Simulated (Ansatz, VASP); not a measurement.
# Ni in two plane-wave programs, part 2 of 2

Aim: how closely do two programs agree when they are given the same cell, functional and k mesh? The cell is taken from a series of VASP runs on this material, whose earlier steps may have relaxed, scaled or displaced it; both programs get it as it stands.

VASP 6.6.1 and Ansatz 0.2.0.

So far. Step 4 (Side by side): The walks stopped with 0.00 GPa left in Ansatz and -0.03 GPa in VASP; each walk ends within a tolerance, so the volume difference is uncertain by about these residues over the bulk modulus, most in soft cells.

### 5. VASP: relaxation of cell and atoms, PBE

Level of this step: PBE, spin-polarised from a ferromagnetic start (one magnetic atom a cell); plane waves and PAW (Ni) (VASP).

The relaxed volume is the usual yardstick between codes: its relative difference is about their pressure difference at one cell divided by the bulk modulus. The cell compared in this pair holds 10.93 Å³, against 10.38 Å³ for the pair before.

File INCAR:

```
SYSTEM = Ni
PREC = Accurate
ENCUT = 520
EDIFF = 1E-07
NELM = 100
ISMEAR = 1
SIGMA = 0.15
LREAL = .FALSE.
ALGO = Normal
GGA = PE
NBANDS = 12
ISPIN = 2
MAGMOM = 1
LASPH = .TRUE.
LMAXMIX = 4
LORBIT = 11
LWAVE = .FALSE.
LCHARG = .FALSE.
KPAR = 4
IBRION = 2
NSW = 50
ISIF = 3
EDIFFG = -0.005
```

File POSCAR:

```
Ni
1.0
    0.0000000000      1.7614400000      1.7614400000
    1.7614400000      0.0000000000      1.7614400000
    1.7614400000      1.7614400000      0.0000000000
Ni
1
Direct
    0.0000000000      0.0000000000      0.0000000000
```

File KPOINTS:

```
Automatic mesh
0
Gamma
24 24 24
0 0 0
```

Potentials, in the order of the species: Ni (PBE family, release 64).

The run is started by

```sh
$ mpirun -np 4 vasp_std
```

Numbers of over 12 decimals in the logs are rounded to 6 here.

The program printed:

```text
[banner, memory and clock lines left out]
running    4 mpi-ranks, on    1 nodes
[...]
LDA part: xc-table for (Slater+PW92), standard interpolation
 POSCAR, INCAR and KPOINTS ok, starting setup
[...]
entering main loop
       N       E                     dE             d eps       ncg     rms          rms(c)
DAV:   1     0.312420517915E+02    0.31242E+02   -0.45796E+03 20540   0.107E+03
DAV:   2    -0.534143947748E+01   -0.36583E+02   -0.34400E+02 20920   0.172E+02
DAV:   3    -0.648592643285E+01   -0.11445E+01   -0.11360E+01 22880   0.337E+01
DAV:   4    -0.649517304701E+01   -0.92466E-02   -0.92446E-02 22640   0.274E+00
[...]
DAV:  12    -0.546990868456E+01   -0.87957E-06   -0.13954E-06 25312   0.109E-02    0.127E-02
DAV:  13    -0.546990839310E+01    0.29146E-06   -0.32172E-07 23328   0.589E-03    0.480E-03
DAV:  14    -0.546990837141E+01    0.21689E-07   -0.74307E-08 11260   0.311E-03
   1 F= -.54699084E+01 E0= -.54698293E+01  d E =-.546991E+01  mag=     0.6435
[...]
DAV:   9    -0.546993433052E+01    0.65543E-08   -0.34696E-09 10336   0.613E-04
   2 F= -.54699343E+01 E0= -.54698379E+01  d E =-.259591E-04  mag=     0.6410
 trial-energy change:   -0.000026  1 .order   -0.000016   -0.000355    0.000323
 step:   0.5456(harm=  0.5233)  dis= 0.00000  next Energy=    -5.470007 (dE=-0.984E-04)
[...]
N       E                     dE             d eps       ncg     rms          rms(c)
DAV:   1    -0.547198444619E+01   -0.20501E-02   -0.26249E-02 25140   0.228E+00    0.379E-01
DAV:   2    -0.547070477978E+01    0.12797E-02   -0.28027E-02 25320   0.202E+00    0.221E-01
DAV:   3    -0.547004680766E+01    0.65797E-03   -0.44225E-03 24992   0.852E-01    0.596E-02
DAV:   4    -0.547001145368E+01    0.35354E-04   -0.26775E-05 22672   0.389E-02    0.344E-02
DAV:   5    -0.547000582277E+01    0.56309E-05   -0.10771E-05 27708   0.206E-02    0.686E-03
DAV:   6    -0.547000663957E+01   -0.81680E-06   -0.48160E-07 19384   0.542E-03    0.316E-03
DAV:   7    -0.547000698807E+01   -0.34850E-06   -0.94118E-08 10908   0.418E-03    0.701E-04
DAV:   8    -0.547000704434E+01   -0.56265E-07   -0.40823E-09 10212   0.626E-04
   3 F= -.54700070E+01 E0= -.54699186E+01  d E =-.986729E-04  mag=     0.6422
[...]
reached required accuracy - stopping structural energy minimisation
```

Parts of OUTCAR (step 5):

```text
  Total        0.0011886      0.0011886      0.0011886     -0.0000000      0.0000000      0.0000000
  in kB        0.1749016      0.1749016      0.1749016     -0.0000000      0.0000000      0.0000000
  external PRESSURE =       0.1749016 kB  Pullay stress =       0.0000000 kB

 POSITION                                       TOTAL-FORCE (eV/Angst)
 -----------------------------------------------------------------------------------
      0.00000      0.00000      0.00000        -0.000000     -0.000000      0.000000
 -----------------------------------------------------------------------------------
    total drift:                                0.000000      0.000000      0.000000

  FREE ENERGIE OF THE ION-ELECTRON SYSTEM (eV)
  ---------------------------------------------------
  free  energy   TOTEN  =        -5.4700070443 eV

  energy  without entropy=       -5.4697417220  energy(sigma->0) =       -5.46991860

 magnetization (x)
# of ion       s       p       d       tot
------------------------------------------
    1       -0.006  -0.025   0.686   0.654

[... 2 parts as in an earlier step ...]

[... 2 further parts left out ...]
[key lines of the parts left out:]
E-fermi :   9.3749
```

### 6. Ansatz: relaxation of cell and atoms, PBE

The same cell, functional, mesh and smearing now go to Ansatz, which takes its cutoff from its data sets.

The cell is taken from a series of VASP runs on this material, whose earlier steps may have relaxed, scaled or displaced it; both programs get it as it stands.

File input.yaml:

```yaml
crystal:
  lattice:
    - [0.0, 1.76144, 1.76144]
    - [1.76144, 0.0, 1.76144]
    - [1.76144, 1.76144, 0.0]
  atoms:
    - { symbol: Ni, position: [0.0, 0.0, 0.0], spin: 1.0 }
hamiltonian:
  xc: pbe
  pseudopotentials: { kind: paw }
magnetization:
  spin_polarized: true
kpoints:
  mp_grid: { grid: [24, 24, 24] }
scf:
  occupations: { method: methfessel_paxton, width: 0.15 }
relax:
  f_tol: 0.01
  max_steps: 60
  cell: { stress_tol: 0.05 }
output:
  forces: true
  stress: true
```

The run is started by

```sh
$ ansatz run input.yaml --threads 4 --pin off --max-ram 9216MiB --backend cpu --events-out ev --progress --plain --runs-dir out
```

The program printed:

```text
[...]
Crystal: 1 atoms, lattice volume = 10.930 Å³
Basis set: ecut = 420 eV, 181 PW (Γ), exchange–correlation on 36×36×36 points (8 copies of the dense FFT grid, shifted against one another)
Bands: 14, of which v1, the nominal top of the filled ones, is band 9 counted from 1 (8 counted from 0)
Symmetry: 48 space group operations
[...]
-0.000000       0.004475      -0.000000
       -0.000000      -0.000000       0.004475
  P = ⅓ Tr σ = 0.0045 GPa (0.045 kbar)
--- Relaxed structure (3 steps of the walk, 3 accepted, 1 SCFs on fresh bases) ---
[...]
cell:  # Å, volume = 10.8932 Å³
    - [0, 1.759442, 1.759442]
    - [1.759442, 0, 1.759442]
    - [1.759442, 1.759442, 0]
  atoms:
    - { symbol: Ni, position: [0.0, 0.0, 0.0] }
[key lines of the parts left out:]
SCF converged after 7 iterations
Magnetization: 0.6584 μB (9.3292 up, 8.6708 down)
Free energy (F): -5839.720670 eV
Fermi energy:    18.169848 eV
```

It took 5.2 s on 4 threads of Intel Xeon 6975P-C (Granite Rapids), shared host; peak memory 0.48 GiB; 18 s of CPU time.

### 7. Comparison

Compared:

```csv
quantity,Ansatz,VASP,difference
volume (Å³),10.89,10.89,+0.05 %
"edge a after relaxation, in the typed setting (Å)",2.488,2.488,+0.02 %
total moment (μB),0.66,0.64,+0.02
moment on Ni1 (μB),0.70,0.65,+0.04
```

The walks stopped with 0.00 GPa left in Ansatz and 0.02 GPa in VASP; each walk ends within a tolerance, so the volume difference is uncertain by about these residues over the bulk modulus, most in soft cells.

### 8. Outcome

* difference in volume (relaxation of cell and atoms, PBEsol): 0.078 %
* difference in volume (relaxation of cell and atoms, PBE): 0.051 %

**Reading.** The difference in volume is 0.078 % (relaxation of cell and atoms, PBEsol), within the 1.2 % picked in this series as the mark of a large difference, as far as the stopping tolerances let one tell. Such differences can come from data sets, numerical settings and the points named under the comparisons, not from the functional's error against experiment.

[Lines on the potential files, build, host, timing and source positions are cut from VASP's logs without a mark.]

[Logs are printed without paths, hosts, clocks, repeated set-up lines and the standing remarks that a program may print on its own settings, such as how far it seeks lower states.]

[Hosts, paths, dates, database ids (printed as entryN), source tags and the programs' standing remarks are cut or masked in the printed files.]
